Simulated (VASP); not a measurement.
Method: vdW-DF2, VASP's PBE PAW potentials (set 64) (plane waves; VASP).

VASP input:

INCAR:
```
# general
SYSTEM    =  TiAl
PREC      =  Accurate
ENCUT     =  520
LREAL     =  .False.
LASPH     =  .True.

# electronic loop
EDIFF     =  1E-7
NELM      =  100
ALGO      =  Normal
LMAXMIX   =  4

# smearing
ISMEAR    =  1
SIGMA     =  0.1

# functional
GGA       =  ML
LUSE_VDW  =  .True.
AGGAC     =  0.0
ZAB_VDW   =  -1.8867

# ions
IBRION    =  2
NSW       =  30
ISIF      =  4
EDIFFG    =  -0.01

# output
LWAVE     =  .False.
LCHARG    =  .False.
```

**POSCAR**
```
TiAl
1
    2.9070696678     0.0000000000     0.0000000000
    0.0000000000     2.9070696678     0.0000000000
    0.0000000000     0.0000000000     4.1812293221
Ti Al
1 1
Direct
  0.0000000000   0.0000000000   0.0000000000
  0.5000000000   0.5000000000   0.5000000000
```

### KPOINTS
```
Automatic mesh
0
Gamma
13 13 9
0 0 0
```

POTCAR, in this order: Ti_sv Al (PBE.64 set). Program: vasp_std.

The resulting files:

OSZICAR:
```
       N       E                     dE             d eps       ncg     rms          rms(c)
DAV:   1     0.948703024810E+02    0.94870E+02   -0.73300E+03  3080   0.135E+03
DAV:   2    -0.198219330145E+01   -0.96852E+02   -0.94332E+02  3119   0.330E+02
DAV:   3    -0.794660057822E+01   -0.59644E+01   -0.56963E+01  4967   0.781E+01
DAV:   4    -0.816451523419E+01   -0.21791E+00   -0.21512E+00  3959   0.130E+01
DAV:   5    -0.817425025639E+01   -0.97350E-02   -0.97283E-02  4471   0.252E+00    0.843E+00
DAV:   6    -0.705631201705E+01    0.11179E+01   -0.13321E+01  4019   0.362E+01    0.374E+00
DAV:   7    -0.683838278168E+01    0.21793E+00   -0.18006E+00  3807   0.139E+01    0.172E+00
DAV:   8    -0.684371715754E+01   -0.53344E-02   -0.19695E-01  3640   0.488E+00    0.625E-01
DAV:   9    -0.683888812584E+01    0.48290E-02   -0.49412E-02  3764   0.274E+00    0.232E-01
DAV:  10    -0.683918972797E+01   -0.30160E-03   -0.26540E-03  3713   0.552E-01    0.434E-02
DAV:  11    -0.683916662450E+01    0.23103E-04   -0.60641E-04  4315   0.242E-01    0.381E-02
DAV:  12    -0.683916326216E+01    0.33623E-05   -0.21142E-05  3552   0.532E-02    0.154E-02
DAV:  13    -0.683915954323E+01    0.37189E-05   -0.57154E-06  3816   0.187E-02    0.540E-03
DAV:  14    -0.683915909252E+01    0.45071E-06   -0.56462E-07  4034   0.793E-03    0.964E-04
DAV:  15    -0.683915917619E+01   -0.83679E-07   -0.74304E-08  1923   0.351E-03
   1 F= -.68391592E+01 E0= -.68389945E+01  d E =-.683916E+01
       N       E                     dE             d eps       ncg     rms          rms(c)
DAV:   1    -0.683927777890E+01   -0.11869E-03   -0.41918E-03  3182   0.108E+00    0.686E-02
DAV:   2    -0.683921125391E+01    0.66525E-04   -0.23827E-04  3175   0.161E-01    0.329E-02
DAV:   3    -0.683919332577E+01    0.17928E-04   -0.37964E-05  3945   0.766E-02    0.119E-02
DAV:   4    -0.683919120168E+01    0.21241E-05   -0.78525E-06  3973   0.303E-02    0.270E-03
DAV:   5    -0.683919105530E+01    0.14638E-06   -0.86554E-07  3706   0.930E-03    0.775E-04
DAV:   6    -0.683919101568E+01    0.39620E-07   -0.45787E-08  1872   0.221E-03
   2 F= -.68391910E+01 E0= -.68390190E+01  d E =-.318395E-04
```

### OUTCAR
```
------------------------ aborting loop because EDIFF is reached ----------------------------------------
  FORCE on cell =-STRESS in cart. coord.  units (eV):
  Direction    XX          YY          ZZ          XY          YZ          ZX
  --------------------------------------------------------------------------------------
  Total       -1.2148859     -1.2148859     -1.1859655      0.0000000      0.0000000      0.0000000
  in kB      -55.0847284    -55.0847284    -53.7734350      0.0000000      0.0000000      0.0000000
  external PRESSURE =     -54.6476306 kB  Pullay stress =       0.0000000 kB
  volume of cell :       35.34
      direct lattice vectors                 reciprocal lattice vectors
     2.905893240  0.000000000  0.000000000     0.344128265  0.000000000  0.000000000
     0.000000000  2.905893240  0.000000000     0.000000000  0.344128265 -0.000000000
     0.000000000  0.000000000  4.184615482     0.000000000 -0.000000000  0.238970583
 POSITION                                       TOTAL-FORCE (eV/Angst)
 -----------------------------------------------------------------------------------
      0.00000      0.00000      0.00000         0.000000     -0.000000      0.000000
      1.45295      1.45295      2.09231         0.000000      0.000000      0.000000
 -----------------------------------------------------------------------------------
    total drift:                                0.000000      0.000000      0.000000
  FREE ENERGIE OF THE ION-ELECTRON SYSTEM (eV)
  ---------------------------------------------------
  free  energy   TOTEN  =        -6.8391910157 eV

  energy  without entropy=       -6.8386750806  energy(sigma->0) =       -6.83901904

 reached required accuracy - stopping structural energy minimisation
```
(Selected blocks of OUTCAR.)

**CONTCAR**
```
TiAl
   1.00000000000000
     2.9058932402704016    0.0000000000000000    0.0000000000000000
     0.0000000000000000    2.9058932402704016    0.0000000000000000
     0.0000000000000000    0.0000000000000000    4.1846154815811252
  Ti              Al
     1     1
Direct
     0.0000000000000000    0.0000000000000000    0.0000000000000000
     0.5000000000000000    0.5000000000000000    0.5000000000000000
```

The compound is TiAl in the L1_0 structure. This cell is one point of a volume scan, at 1.06 of the reference volume. Symmetry was kept, so distortions that lower it aren't found. The electron count is odd and the run is not spin-polarised, which forces a metal.
